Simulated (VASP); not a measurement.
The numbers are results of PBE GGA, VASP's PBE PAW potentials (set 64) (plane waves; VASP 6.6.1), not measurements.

Input for VASP

POSCAR:
```
SrO
2.6023950
  0.0000000000   1.0000001151   1.0000001151
  1.0000001151   0.0000000000   1.0000001151
  1.0000001151   1.0000001151   0.0000000000
Sr O
1 1
Direct
  0.0000000000   0.0000000000   0.0000000000
  0.5000000000   0.5000000000   0.5000000000
```

### KPOINTS
```
k-points along high-symmetry lines
15
Line-mode
Reciprocal
  0.000000   0.000000   0.000000 ! GAMMA
  0.500000   0.000000   0.500000 ! X

  0.500000   0.000000   0.500000 ! X
  0.625000   0.250000   0.625000 ! U

  0.375000   0.375000   0.750000 ! K
  0.000000   0.000000   0.000000 ! GAMMA

  0.000000   0.000000   0.000000 ! GAMMA
  0.500000   0.500000   0.500000 ! L

  0.500000   0.500000   0.500000 ! L
  0.500000   0.250000   0.750000 ! W

  0.500000   0.250000   0.750000 ! W
  0.500000   0.000000   0.500000 ! X
```

INCAR:
```
SYSTEM = SrO
GGA = PE   ! PBE
SIGMA = 0.05   ! width (eV)
LASPH = .True.   ! aspherical one-centre terms
ICHARG = 11   ! fixed density
PREC = Accurate
NELM = 100
LWAVE = .False.
ENCUT = 520
LORBIT = 11
ALGO = Normal   ! blocked Davidson
LREAL = .False.   ! projection in real space or not
EDIFF = 1E-7
ISMEAR = 0
LMAXMIX = 4   ! l cut-off of mixed one-centre charges
LCHARG = .False.
```

POTCAR, in this order: Sr_sv O (PBE.64 set). Program: vasp_std. Read from the step before: CHGCAR.

Output of the run:

OSZICAR:
```
       N       E                     dE             d eps       ncg     rms          rms(c)
DAV:   1     0.730978137202E+02    0.73098E+02   -0.86914E+03  2168   0.129E+03
DAV:   2    -0.707071225910E+01   -0.80169E+02   -0.73065E+02  2716   0.242E+02
DAV:   3    -0.107020535723E+02   -0.36313E+01   -0.35888E+01  2916   0.496E+01
DAV:   4    -0.108335651107E+02   -0.13151E+00   -0.13146E+00  2956   0.831E+00
DAV:   5    -0.108358204302E+02   -0.22553E-02   -0.22553E-02  2892   0.936E-01
DAV:   6    -0.108358542388E+02   -0.33809E-04   -0.33808E-04  3036   0.908E-02
DAV:   7    -0.108358545597E+02   -0.32093E-06   -0.32095E-06  2748   0.864E-03
DAV:   8    -0.108358545674E+02   -0.76907E-08   -0.76843E-08  1792   0.956E-04
   1 F= -.10835855E+02 E0= -.10835855E+02  d E =-.839194E-17
```

File OUTCAR:
```
 val. band max:        1.4952214059   @ k =   0.0000   0.0000   0.0000

 cond. band min:       4.7777781212   @ k =   0.5000   0.0000   0.5000



 k-point     1 :       0.0000    0.0000    0.0000
  band No.  band energies     occupation
      1     -31.0244      2.00000
      2     -13.5491      2.00000
      3     -12.6978      2.00000
      4     -12.6978      2.00000
      5     -12.6978      2.00000
      6       1.4952      2.00000
      7       1.4952      2.00000
      8       1.4952      2.00000
      9       5.2232      0.00000
     10       7.6237      0.00000
     11       7.6237      0.00000
     12       7.6237      0.00000

 k-point     2 :       0.0357    0.0000    0.0357
  band No.  band energies     occupation
      1     -31.0225      2.00000
      2     -13.6043      2.00000
      3     -12.7020      2.00000
      4     -12.7020      2.00000
      5     -12.6419      2.00000
      6       1.4111      2.00000
      7       1.4882      2.00000
      8       1.4882      2.00000
      9       5.3050      0.00000
     10       7.5595      0.00000
     11       7.6774      0.00000
     12       7.6774      0.00000

 k-point     3 :       0.0714    0.0000    0.0714
  band No.  band energies     occupation
      1     -31.0168      2.00000
      2     -13.7332      2.00000
      3     -12.7142      2.00000
      4     -12.7142      2.00000
      5     -12.5124      2.00000
      6       1.1925      2.00000
      7       1.4687      2.00000
      8       1.4687      2.00000
      9       5.5215      0.00000
     10       7.3807      0.00000
     11       7.8355      0.00000
     12       7.8355      0.00000

 k-point     4 :       0.1071    0.0000    0.1071
  band No.  band energies     occupation
      1     -31.0077      2.00000
      2     -13.8833      2.00000
      3     -12.7339      2.00000
      4     -12.7339      2.00000
      5     -12.3665      2.00000
      6       0.9105      2.00000
      7       1.4409      2.00000
...
```

The density is held fixed in this step, so its total energy and stress have no physical meaning.

The compound is SrO in the rock salt structure. It was relaxed first.
